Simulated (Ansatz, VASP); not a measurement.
## Cross-check of CeO2 between VASP and Ansatz

One calculation is typed for both programs; each brings its own data sets. How far apart do they land? The cell is taken from a series of runs on this material, whose earlier steps may have relaxed, scaled, displaced or heated it; both programs get it as it stands.

Method: plane waves, with VASP 6.6.1 beside it; relaxation of cell and atoms at r2SCAN, in Ansatz 0.2.0.

## (1) Set-up

The structure is cubic, space group Fm-3m (No. 225). Conventional cell: a = 5.437 Å, b = 5.437 Å, c = 5.437 Å, α = 90.00°, β = 90.00°, γ = 90.00°. Nearest to Ce lie 8 O at 2.35 Å. Nearest to O lie 4 Ce at 2.35 Å. Farther neighbours and most contacts between anions are not listed.

As a file:

```xyz
3
Lattice="0.0000 2.7187 2.7187 2.7187 0.0000 2.7187 2.7187 2.7187 0.0000" Properties=species:S:1:pos:R:3 pbc="T T T"
Ce    0.0000    0.0000    0.0000
O     1.3594    1.3594    1.3594
O     4.0781    4.0781    4.0781
```

## (2) VASP: relaxation of cell and atoms, r2SCAN

The relaxed volume is the usual yardstick between codes: in a stiff, nearly cubic crystal its relative difference is about their pressure difference at one cell divided by the bulk modulus.

Lines of VASP's logs that name or quote its potential files are left out, and so is its time.

INCAR

```
SYSTEM = CeO2
PREC = Accurate
ENCUT = 800
EDIFF = 1E-07
NELM = 200
ISMEAR = 0
SIGMA = 0.01
LREAL = .FALSE.
ALGO = Normal
METAGGA = R2SCAN
LASPH = .TRUE.
NBANDS = 18
LORBIT = 11
LWAVE = .FALSE.
LCHARG = .FALSE.
ISIF = 3
IBRION = 2
NSW = 80
EDIFFG = -0.005
GGA_COMPAT = .FALSE.
NELMIN = 4
EFERMI = MIDGAP
LMAXMIX = 6
LMIXTAU = .TRUE.
```

POSCAR

```
CeO2
1.0
    0.0000000000      2.7187080000      2.7187080000
    2.7187080000      0.0000000000      2.7187080000
    2.7187080000      2.7187080000      0.0000000000
Ce O
1 2
Direct
    0.0000000000      0.0000000000      0.0000000000
    0.2500000000      0.2500000000      0.2500000000
    0.7500000000      0.7500000000      0.7500000000
```

KPOINTS

```
Automatic mesh
0
Gamma
12 12 12
0 0 0
```

PAW data sets: Ce and O (PBE family, release 64).

Started as:

```console
$ mpirun -np 1 vasp_std
```

Numbers of over 12 decimals in the logs are rounded to 6 here.

The program printed:

```text
[banner, memory and clock lines left out]
running    1 mpi-ranks, on    1 nodes
 distrk:  each k-point on    1 cores,    1 groups
 distr:  one band on    1 cores,    1 groups

 POSCAR found type information on POSCAR CeO
 POSCAR found :  2 types and       3 ions
|                                                                             |
|               ----> ADVICE to this user running VASP <----                  |
|                                                                             |
|     You enforced a specific xc type in the INCAR file but a different       |
|     [... a line on the potential file left out ...]
|     I HOPE YOU KNOW WHAT YOU ARE DOING!                                     |
|                                                                             |

 LDA part: xc-table for (None), standard interpolation
 POSCAR, INCAR and KPOINTS ok, starting setup
 FFT: planning ... GRIDC
 FFT: planning ... GRID_SOFT
 FFT: planning ... GRID
 WAVECAR not read
 entering main loop
       N       E                     dE             d eps       ncg     rms          rms(c)
DAV:   1     0.241680234520E+03    0.24168E+03   -0.15495E+04  2624   0.251E+03
DAV:   2    -0.788616612626E+01   -0.24957E+03   -0.22556E+03  3176   0.350E+02
DAV:   3    -0.656515660003E+02   -0.57765E+02   -0.52766E+02  3412   0.176E+02
DAV:   4    -0.679276792341E+02   -0.22761E+01   -0.22741E+01  3488   0.388E+01
DAV:   5    -0.680512483865E+02   -0.12357E+00   -0.12354E+00  4546   0.747E+00    0.313E+01
DAV:   6    -0.537745363170E+02    0.14277E+02   -0.35088E+01  3620   0.445E+01    0.991E+00
DAV:   7    -0.542991879860E+02   -0.52465E+00   -0.12829E+01  3702   0.437E+01    0.148E+01
DAV:   8    -0.542537209460E+02    0.45467E-01   -0.45960E+00  3780   0.213E+01    0.323E+00
DAV:   9    -0.538905431696E+02    0.36318E+00   -0.16498E+00  3880   0.155E+01    0.238E+00
DAV:  10    -0.540004892364E+02   -0.10995E+00   -0.30150E-01  3668   0.668E+00    0.816E-01
DAV:  11    -0.540615981662E+02   -0.61109E-01   -0.11579E-01  4130   0.308E+00    0.173E+00
DAV:  12    -0.540457573946E+02    0.15841E-01   -0.92885E-02  3836   0.344E+00    0.247E-01
DAV:  13    -0.540418473269E+02    0.39101E-02   -0.59727E-03  3480   0.870E-01    0.511E-01
DAV:  14    -0.540452157966E+02   -0.33685E-02   -0.86965E-03  3818   0.110E+00    0.329E-02
DAV:  15    -0.540456360669E+02   -0.42027E-03   -0.74047E-04  3158   0.261E-01    0.212E-02
DAV:  16    -0.540456321167E+02    0.39502E-05   -0.55664E-05  4548   0.694E-02    0.126E-02
DAV:  17    -0.540456406008E+02   -0.84841E-05   -0.50747E-06  3698   0.217E-02    0.154E-02
DAV:  18    -0.540456364091E+02    0.41917E-05   -0.60506E-06  3746   0.230E-02    0.785E-03
DAV:  19    -0.540456388660E+02   -0.24570E-05   -0.25685E-06  3600   0.215E-02    0.530E-03
DAV:  20    -0.540456392863E+02   -0.42026E-06   -0.28093E-07  2532   0.701E-03    0.532E-03
DAV:  21    -0.540456393607E+02   -0.74387E-07   -0.83712E-08  1544   0.396E-03
   1 F= -.54045639E+02 E0= -.54045639E+02  d E =-.540456E+02
 curvature:   0.00 expect dE= 0.000E+00 dE for cont linesearch  0.000E+00
 trial: gam= 0.00000 g(F)=  0.185E-49 g(S)=  0.172E-04 ort = 0.000E+00 (trialstep = 0.100E+01)
 search vector abs. value=  0.172E-04
 bond charge predicted
       N       E                     dE             d eps       ncg     rms          rms(c)
DAV:   1    -0.540457435446E+02   -0.10426E-03   -0.37372E-03  2808   0.610E-01    0.174E-01
DAV:   2    -0.540456433756E+02    0.10017E-03   -0.56098E-04  3468   0.266E-01    0.382E-02
DAV:   3    -0.540456457025E+02   -0.23269E-05   -0.37191E-04  3854   0.185E-01    0.631E-02
DAV:   4    -0.540456244876E+02    0.21215E-04   -0.10089E-04  3820   0.109E-01    0.543E-03
DAV:   5    -0.540456246244E+02   -0.13682E-06   -0.49155E-06  4008   0.165E-02    0.505E-03
DAV:   6    -0.540456250635E+02   -0.43908E-06   -0.88339E-07  3432   0.868E-03    0.383E-03
DAV:   7    -0.540456261474E+02   -0.10838E-05   -0.63981E-07  3416   0.647E-03    0.241E-03
DAV:   8    -0.540456261690E+02   -0.21618E-07   -0.33158E-07  2800   0.606E-03
   2 F= -.54045626E+02 E0= -.54045626E+02  d E =0.131917E-04
 trial-energy change:    0.000013  1 .order    0.000006   -0.000017    0.000028
 step:   0.2107(harm=  0.3769)  dis= 0.00000  next Energy=   -54.045641 (dE=-0.174E-05)
 bond charge predicted
       N       E                     dE             d eps       ncg     rms          rms(c)
DAV:   1    -0.540457163168E+02   -0.90169E-04   -0.23566E-03  2768   0.490E-01    0.136E-01
DAV:   2    -0.540456553630E+02    0.60954E-04   -0.35733E-04  3456   0.213E-01    0.311E-02
DAV:   3    -0.540456563588E+02   -0.99578E-06   -0.23912E-04  3836   0.149E-01    0.497E-02
DAV:   4    -0.540456423390E+02    0.14020E-04   -0.63355E-05  3802   0.861E-02    0.419E-03
DAV:   5    -0.540456418997E+02    0.43929E-06   -0.30887E-06  4018   0.130E-02    0.409E-03
DAV:   6    -0.540456420566E+02   -0.15692E-06   -0.54806E-07  3084   0.693E-03    0.288E-03
DAV:   7    -0.540456412005E+02    0.85613E-06   -0.36570E-07  2664   0.519E-03    0.166E-03
DAV:   8    -0.540456415195E+02   -0.31898E-06   -0.19319E-07  2074   0.486E-03    0.462E-04
DAV:   9    -0.540456415242E+02   -0.47758E-08   -0.37585E-08  1436   0.177E-03
   3 F= -.54045642E+02 E0= -.54045642E+02  d E =-.216356E-05
 curvature:  -0.18 expect dE=-0.545E-06 dE for cont linesearch -0.545E-06
 trial: gam=-0.24455 g(F)=  0.235E-48 g(S)=  0.312E-05 ort = 0.731E-05 (trialstep = 0.842E+00)
 search vector abs. value=  0.566E-06
 reached required accuracy - stopping structural energy minimisation
```

From OUTCAR (step 2):

```text
ion  position               nearest neighbor table
   1  0.000  0.000  0.000-   2 2.35   3 2.35   3 2.35   3 2.35   3 2.35   2 2.35   2 2.35   2 2.35

  LATTYP: Found a face centered cubic cell.
 ALAT       =     5.4374160000

 Subroutine GETGRP returns: Found 48 space group operations
 (whereof 48 operations were pure point group operations)

The static configuration has the point symmetry O_h .

 Found     72 irreducible k-points:

   k-points           NKPTS =     72   k-points in BZ     NKDIM =     72   number of bands    NBANDS=     18

   dimension x,y,z NGX =    36 NGY =   36 NGZ =   36
   dimension x,y,z NGXF=    72 NGYF=   72 NGZF=   72

   ENCUT  =  800.0 eV  58.80 Ry    7.67 a.u.   8.87  8.87  8.87*2*pi/ulx,y,z

   NELECT =      24.0000    total number of electrons

 k-points in reciprocal lattice and weights: Automatic mesh
   0.00000000  0.00000000  0.00000000       0.001
   0.08333333  0.00000000  0.00000000       0.005
   0.16666667  0.00000000  0.00000000       0.005
   0.25000000  0.00000000  0.00000000       0.005
   0.33333333  0.00000000  0.00000000       0.005
   0.41666667  0.00000000  0.00000000       0.005
   0.50000000  0.00000000  0.00000000       0.002
   0.08333333  0.08333333  0.00000000       0.003
   0.16666667  0.08333333  0.00000000       0.014
[...]
-0.33333333  0.50000000  0.16666667       0.007
  -0.25000000  0.50000000  0.25000000       0.003

 average (electrostatic) potential at core
       1 -83.4828       2 -71.7322       3 -71.7322

 E-fermi :   6.0080

 k-point     1 :       0.0000    0.0000    0.0000
  band No.  band energies     occupation
    ...
      8       1.0519      2.00000
      9       1.0519      2.00000
     10       4.3275      2.00000
     11       4.3275      2.00000
     12       4.3275      2.00000
     13       7.5010      0.00000
     14       7.5010      0.00000
     15       7.5010      0.00000
     16       7.6498      0.00000
     17       8.0631      0.00000
    ...

 k-point     2 :       0.0833    0.0000    0.0000
  band No.  band energies     occupation
    ...
      8       1.1180      2.00000
      9       1.2299      2.00000
     10       4.2616      2.00000
     11       4.3011      2.00000
     12       4.3011      2.00000
     13       7.4948      0.00000
     14       7.4948      0.00000
     15       7.5016      0.00000
     16       7.6592      0.00000
     17       8.0114      0.00000
    ...

 k-point     3 :       0.1667    0.0000    0.0000
  band No.  band energies     occupation
    ...
      8       1.2966      2.00000
      9       1.7111      2.00000
     10       4.1039      2.00000
     11       4.2355      2.00000
     12       4.2355      2.00000
     13       7.4704      0.00000
     14       7.4704      0.00000
     15       7.5033      0.00000
     16       7.6836      0.00000
     17       7.8422      0.00000
    ...

  Total       -0.0080370     -0.0080370     -0.0080370      0.0000000      0.0000000     -0.0000000
  in kB       -0.3204578     -0.3204578     -0.3204578      0.0000000      0.0000000     -0.0000000
  external PRESSURE =      -0.3204578 kB  Pullay stress =       0.0000000 kB

  energy-cutoff  :      800.00
  volume of cell :       40.18
      direct lattice vectors                 reciprocal lattice vectors
     0.000000000  2.718534311  2.718534311    -0.183922637  0.183922637  0.183922637
     2.718534311  0.000000000  2.718534311     0.183922637 -0.183922637  0.183922637
     2.718534311  2.718534311 -0.000000000     0.183922637  0.183922637 -0.183922637

 POSITION                                       TOTAL-FORCE (eV/Angst)
 -----------------------------------------------------------------------------------
      0.00000      0.00000      0.00000        -0.000000     -0.000000     -0.000000
      1.35927      1.35927      1.35927        -0.000000     -0.000000     -0.000000
      4.07780      4.07780      4.07780         0.000000      0.000000      0.000000
 -----------------------------------------------------------------------------------
    total drift:                                0.000000      0.000000      0.000000

  FREE ENERGIE OF THE ION-ELECTRON SYSTEM (eV)
  ---------------------------------------------------
  free  energy   TOTEN  =       -54.0456415242 eV

  energy  without entropy=      -54.0456415242  energy(sigma->0) =      -54.04564152

 reached required accuracy - stopping structural energy minimisation

 total charge
# of ion       s       p       d       f       tot
--------------------------------------------------
    1        2.071   5.842   0.851   0.892   9.657
    2        1.576   3.470   0.000   0.000   5.046
    3        1.576   3.470   0.000   0.000   5.046
--------------------------------------------------
tot          5.224  12.781   0.851   0.892  19.749

[... 3 further parts left out ...]
```

CONTCAR:

```
CeO2
   1.00000000000000
     0.0000000000000000    2.7185343113983658    2.7185343113983658
     2.7185343113983658    0.0000000000000000    2.7185343113983658
     2.7185343113983658    2.7185343113983658   -0.0000000000000000
  Ce              O
     1     2
Direct
     0.0000000000000000    0.0000000000000000    0.0000000000000000
     0.2500000000000000    0.2500000000000000    0.2500000000000000
     0.7500000000000000    0.7500000000000000    0.7500000000000000
```

This run has no spin polarisation, so a moment on Ce, if there is one, isn't seen. Without U or exact exchange, f electrons of an open shell come out too delocalised. The run keeps the 48 symmetry operations of its start, so it cannot find a distortion of lower symmetry.

[end of part 1 of 2]

[Lines on the potential files, build, host, timing and source positions are cut from VASP's logs without a mark.]

[Logs are printed without paths, hosts, clocks, repeated set-up lines and the standing remarks that a program may print on its own settings, such as how far it seeks lower states.]

[Hosts, paths, dates, database ids (printed as entryN), source tags and the programs' standing remarks are cut or masked in the printed files.]
